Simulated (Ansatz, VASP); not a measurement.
**Cross-check of Zr2S2N (Zr2NS2 MXene bilayer, AA) between VASP and Ansatz**

Aim: how closely do two programs agree when they are given the same cell, functional and k mesh? Of the first pair: The structure shown is the start of the Ansatz relaxation below; VASP solves that cell, so the two are compared at the walk's first step.

Main program and level: Ansatz 0.2.0; plane waves, with VASP 6.6.1 beside it; single point at LDA.

### 1. Starting point

The cell holds 10 atoms: 4 S, 4 Zr and 2 N. Cell: a = 3.217 Å, b = 3.218 Å, c = 61.997 Å, α = 90.0°, β = 90.0°, γ = 120.0°. Vacuum lies along c.

### 2. Ansatz: relaxation, LDA

Ansatz runs on its default PAW (the set named soft_2) files.

The two programs are compared at the cell with which this relaxation starts, whose forces are those of its first step.

input.yaml reads:

```yaml
crystal:
  lattice:
    - [3.2175, 0.0, 0.0]
    - [-1.60875, 2.7864367367, 0.0]
    - [0.0, 0.0, 61.996898901]
  atoms:
    - { symbol: S, position: [0.3333333333, 0.6666666667, 0.3750187576] }
    - { symbol: Zr, position: [0.6666666667, 0.3333333333, 0.4049345273], spin: 1.0 }
    - { symbol: "N", position: [0.0, 0.0, 0.4254119995] }
    - { symbol: Zr, position: [0.3333333333, 0.6666666667, 0.4458894718], spin: 1.0 }
    - { symbol: S, position: [0.6666666667, 0.3333333333, 0.4758052415] }
    - { symbol: S, position: [0.3333333333, 0.6666666667, 0.5241947585] }
    - { symbol: Zr, position: [0.6666666667, 0.3333333333, 0.5541105282], spin: 1.0 }
    - { symbol: "N", position: [0.0, 0.0, 0.5745880005] }
    - { symbol: Zr, position: [0.3333333333, 0.6666666667, 0.5950654727], spin: 1.0 }
    - { symbol: S, position: [0.6666666667, 0.3333333333, 0.6249812424] }
  periodic: [true, true, false]
magnetization:
  spin_polarized: true
kpoints:
  mp_grid: { grid: [12, 12, 1] }
hamiltonian:
  xc: lda
scf:
  occupations: { method: fermi_dirac, width: 0.05 }
  convergence: { dr2_threshold: 1.0e-09 }
relax:
  f_tol: 0.004
  max_steps: 90
  cell: {}
output:
  write_potential: true
  write_density: true
  volumetric_format: npy
```

Command:

```
> ansatz run input.yaml --threads 4 --pin off --max-ram 12288MiB --backend cpu --events-out ev --progress --plain --runs-dir out
```

Numbers of over 12 decimals in the logs are rounded to 6 here.

Output:

```text
Warning: relax.cell: scf.convergence.dr2_threshold = 1e-9 eV is looser than the 1.5382441645e-10 eV advised for a relaxation that steers and ends on the stress (1e-10 eV for each atom of the cell: 10, times the square of relax.cell.stress_2d_tol = 0.05 N/m over 25.5 Å (the atoms' height at the walk's start and 5 Å past either face), 1.961e-2 GPa, over a crystal's default 0.05). What an SCF threshold leaves in a stress goes as its square root, and in the free energy as the threshold itself, and one threshold admits the most on a small cell: [figures from the program's tests cut] Set scf.convergence.dr2_threshold to 1.5382441645e-10 eV or tighter. [rest of the remark cut]
Engine: ansatz 0.2.0, x86_64-unknown-linux-gnu
Pseudopotentials: kind: paw
Pseudopotential: S, paw, valence charge 6, recommended cutoff 420 eV (normal), S.paw.azcp
Pseudopotential: Zr, paw, valence charge 12, recommended cutoff 420 eV (normal), Zr.paw.azcp
Pseudopotential: N, paw, valence charge 5, recommended cutoff 420 eV (normal), N.paw.azcp
Functional definition: SPW92
  exchange = slater_x
  correlation = pw_c
Crystal: 10 atoms, lattice volume = 555.825 Å³
Basis set: ecut = 420 eV, 11079 PW (Γ)
Bands: 53, of which v1, the nominal top of the filled ones, is band 41 counted from 1 (40 counted from 0)
Symmetry: 12 space group operations
Space group: P-3m1 (ITA 164), of the structure as read, at distance tolerance 8.2e-5 Å
Magnetic group: BNS 164.85 (UNI 1315), of the structure as read, at distance tolerance 8.2e-5 Å
k-points: 19 of 144
Non-local potential: S, projectors of the file, l = 0: 2, l = 1: 2, l = 2: 2
Non-local potential: Zr, projectors of the file, l = 0: 3, l = 1: 2, l = 2: 2, l = 3: 2
Non-local potential: N, projectors of the file, l = 0: 2, l = 1: 2, l = 2: 1
PAW form: soft (Blöchl's): semilocal exchange-correlation on the pseudo side does not see the compensation charge
PAW frozen core: S, regenerated for the run's functional, and the local potential with it (the file was generated under x = pbe(κ = 0.804, μ = 0.219515), c = pbe(β = 0.066725))
PAW frozen core: Zr, regenerated for the run's functional, and the local potential with it (the file was generated under x = pbe(κ = 0.804, μ = 0.219515), c = pbe(β = 0.066725))
PAW frozen core: N, regenerated for the run's functional, and the local potential with it (the file was generated under x = pbe(κ = 0.804, μ = 0.219515), c = pbe(β = 0.066725))
PAW one-centre angular grid: S, 110 points (default); XC on 64 Gauss nodes
PAW one-centre angular grid: Zr, 590 points (default); XC on 64 Gauss nodes
PAW one-centre angular grid: N, 110 points (default); XC on 64 Gauss nodes
Initial density: superposition of atomic densities (neutral atoms: chi_scale 0, normalization atom)
Starting moments: Σ|m| = 4 μB on 4 of 10 sites
Initial wavefunctions: pseudopotential atomic-orbital guess
Functional: x = slater, c = lda
SCF iter   1: F=—  HF=-20555.325937 eV  |F-HF|=—  |Δ(HF+E_count)|=         —  Δρ=2.64e-2 (↑2.64e-2 ↓2.46e-2)  dr2=2.41e1  dr2_m=3.32e-1  M=1.169 μB ∫|m|=1.328 μB  β_m=0.30  ethr=3.10e-3  ⟨swp⟩=13.1  Hψ=13953  notcnv=0  defer=34
Mixer restart at iter 1: flushing history
preconditioner: auto → LDOS  [metal: Δε(μ)=0.005 eV  Ē_g=8.985 eV  σ=0.050 eV  W_gap=0.03  n_scr=38 (ndim 8)  ℏωp=11.1 eV  f_vac=0.689  D(μ)=6.26/eV (n_scr^D=28)]
spin=Collinear: LDOS preconditioning applied to the charge; magnetization (m = ρ↑ − ρ↓) channel mixes plain (no charge-response kernel on spin).
SCF iter   2: F=—  HF=-20551.752734 eV  |F-HF|=—  |Δ(HF+E_count)|=    3.57e0  Δρ=1.50e-2 (↑1.50e-2 ↓1.29e-2)  dr2=6.72e0  dr2_m=2.02e-1  M=0.851 μB ∫|m|=1.051 μB  β_m=0.46  ethr=3.10e-3  ⟨swp⟩=3.8  Hψ=4126  notcnv=0  defer=152
SCF iter   3: F=—  HF=-20550.571762 eV  |F-HF|=—  |Δ(HF+E_count)|=    1.18e0  Δρ=5.03e-3 (↑5.03e-3 ↓4.07e-3)  dr2=1.77e-1  dr2_m=4.00e-2  M=0.422 μB ∫|m|=0.567 μB  β_m=0.62  ethr=3.10e-3  ⟨swp⟩=3.8  Hψ=4555  notcnv=0  defer=156
SCF iter   4: F=—  HF=-20550.691264 eV  |F-HF|=—  |Δ(HF+E_count)|=         —  Δρ=1.82e-3 (↑1.82e-3 ↓1.37e-3)  dr2=2.13e-2  dr2_m=8.51e-3  M=0.057 μB ∫|m|=0.122 μB  β_m=0.62  ethr=2.16e-4  ⟨swp⟩=3.9  Hψ=5324  notcnv=0  defer=170
SCF iter   5: F=—  HF=-20550.689439 eV  |F-HF|=—  |Δ(HF+E_count)|=   1.82e-3  Δρ=5.37e-4 (↑4.92e-4 ↓5.37e-4)  dr2=8.04e-4  dr2_m=1.06e-3  M=0.019 μB ∫|m|=0.055 μB  β_m=0.71  ethr=2.60e-5  ⟨swp⟩=3.5  Hψ=4471  notcnv=0  defer=170
[...]
relax step  16: F+E_penalty+E_count = -20552.40077755 eV  Δ(F+E_penalty+E_count) = -2.628e-4 eV  max|allowed force component| = 3.413e-3 eV/Å  Δτ_max = 0.0000 Å  P = +0.001 N/m  Ω = 610.401 Å³  fix = [c, alpha, beta]  reactions: c +0.000 N/m  stress off target by 1.00e-3 N/m on what of the cell is left free  SCF on the basis re-selected at this cell (its energy is not comparable with the rows above)  (4 SCF iters)
basis re-selected at this cell: Δ(F+E_penalty+E_count) = -2.628e-4 eV, ΔP = +0.002 N/m vs the last step (what re-selecting the basis moved, of the pressure what is left beyond the Pulay correction that the steps carried, after the strain that the cell walked since its last selection, with what the two solves' SCF thresholds leave and, on support functions, any second-order correction that the steps lacked; it is no m [...]
WARN: The output density's exchange-correlation potential varies sharply where the density is thin. Do not read a vacuum level from v_tot or v_xc, or from such a field of the output density. On a cell that repeats whose density bears no net charge and no dipole along the vacuum's axis use v_es (v_loc + v_h of the components); under efield.dipole_correction with no amplitude use v_es + v_field, which holds any externa [...]
SCF converged after 4 iterations
Magnetization: 0.0000 μB (41.0000 up, 41.0000 down)
Absolute magnetization: 0.0000 μB (∫|ρ↑−ρ↓|, with the PAW one-centre terms)
Spin contamination: 0.0000 ħ² per cell (⟨S²⟩ above its minimum at these occupations)
Per-site moments (μB) at R_I (Å): [(-2.711496498311361e-9, 1.030425), (1.0761648395486005e-9, 0.957768), (3.6178730722965126e-9, 0.957768), (4.733821785531581e-10, 0.959151), (-6.646862538526336e-10, 1.030980), (-6.646862905586703e-10, 1.030980), (4.73382107726239e-10, 0.959151), (3.617873056980767e-9, 0.957768), (1.0761648313875871e-9, 0.957768), (-2.71149647944549e-9, 1.030425)]
Free energy (F): -20552.400778 eV
Harris-Foulkes:  -20552.400778 eV  (|F-HF|=1.75e-8)
Internal energy: -20552.372555 eV  (E = F + TS)
E sigma→0 (E₀):  -20552.386666 eV
Entropy (-TS):   -0.028223 eV (-2.822 meV/atom)
Fermi energy:    -6.032010 eV
--- Per-component energies (eV) ---
  E_band       = -1811.921643
  E_kinetic    = 2037.557335
  E_local      = -629977.509461  (includes V_loc(G=0)·N_el)
  E_nonlocal   = 540.862732
  E_hartree    = 313628.689082
  E_xc         = -1155.182383
  E_vxc        = -1277.386929  (∫ρ·V_xc dr)
  E_paw        = -13905.475634  (= ΣΔE_a)
  E_vpaw       = -392.826258  (= ΣTr[D̂ρ^β])
  E_aug_tail   = 0.000253  (compensation charges beyond the density's cutoff)
  E_ewald      = 308276.431040
  E_core_change = 2.254482  (= ΣΔE_core)
  E_smearing   = -0.028223  (= −TS)
  E_closure    = 0.000000  (closes the sum)
  Σ components = -20552.400778   (vs F -20552.400778, Δ=0.00e0)
--- Forces (eV/Å), atoms counted from 1 ---
  atom   1  S      0.00000000     0.00000000    -0.00049881
  atom   2  Zr     0.00000000    -0.00000000    -0.00128248
  atom   3  N     -0.00000000    -0.00000000     0.00341324
  atom   4  Zr     0.00000000     0.00000000    -0.00111948
  atom   5  S      0.00000000    -0.00000000    -0.00065448
  atom   6  S     -0.00000000     0.00000000     0.00065448
  atom   7  Zr    -0.00000000    -0.00000000     0.00111948
  atom   8  N     -0.00000000     0.00000000    -0.00341324
  atom   9  Zr     0.00000000     0.00000000     0.00128248
  atom  10  S      0.00000000    -0.00000000     0.00049881
  max |Σ_I F_I| component: 1.08e-18 eV/Å
--- 2D stress c σ (N/m, compression-positive) ---
        0.001002       0.000000       0.000000
        0.000000       0.001002       0.000000
        0.000000       0.000000       0.000000
  P = ½ c Tr σ = 0.0010 N/m
--- Band table (eV; the first three rows and the last of 38) ---
  k-point 0 ↑: bands = [... 37 lower, -6.5653, -6.5079, -6.5079, -5.5404, -5.5404, -5.5278, -5.5278, -5.1438, ... 8 higher]
  k-point 1 ↑: bands = [... 37 lower, -7.0642, -6.8717, -6.8146, -5.6093, -5.5420, -5.2076, -5.1780, -4.9901, ... 8 higher]
  k-point 2 ↑: bands = [... 37 lower, -7.2380, -7.2110, -7.1710, -6.1154, -5.9651, -4.7249, -4.6874, -4.6170, ... 8 higher]
  k-point 18 ↓: bands = [... 37 lower, -8.6469, -8.3404, -8.3404, -4.5894, -4.5894, -4.5632, -4.5632, -4.2124, ... 8 higher]
  the weakly bound empty levels are not read free of the cell's end (no_gap_told)
--- Relaxed structure (14 steps of the walk, 12 accepted, 2 SCFs on fresh bases) ---
  F+E_penalty+E_count = -20552.40077755 eV   max|allowed force component| = 3.413e-3 eV/Å   (the final SCF, on the basis selected at the relaxed cell)
  cell:  # Å, volume = 610.4011 Å³
    - [3.371766, 0.0, 0.0]
    - [-1.685883, 2.920035, 0.0]
    - [0.0, 0.0, 61.996898901]
  atoms:
    - { symbol: S, position: [0.333333, 0.666667, 0.385410] }
    - { symbol: Zr, position: [0.666667, 0.333333, 0.410659] }
    - { symbol: N, position: [0, 0, 0.431071] }
    - { symbol: Zr, position: [0.333333, 0.666667, 0.451582] }
    - { symbol: S, position: [0.666667, 0.333333, 0.476866] }
    - { symbol: S, position: [0.333333, 0.666667, 0.523134] }
    - { symbol: Zr, position: [0.666667, 0.333333, 0.548418] }
    - { symbol: N, position: [0, 0, 0.568929] }
    - { symbol: Zr, position: [0.333333, 0.666667, 0.589341] }
    - { symbol: S, position: [0.666667, 0.333333, 0.614590] }
```

[end of part 1 of 3]

[Lines on the potential files, build, host, timing and source positions are cut from VASP's logs without a mark.]

[Logs are printed without paths, hosts, clocks, repeated set-up lines and the standing remarks that a program may print on its own settings, such as how far it seeks lower states.]

[Hosts, paths, dates, database ids (printed as entryN), source tags and the programs' standing remarks are cut or masked in the printed files.]
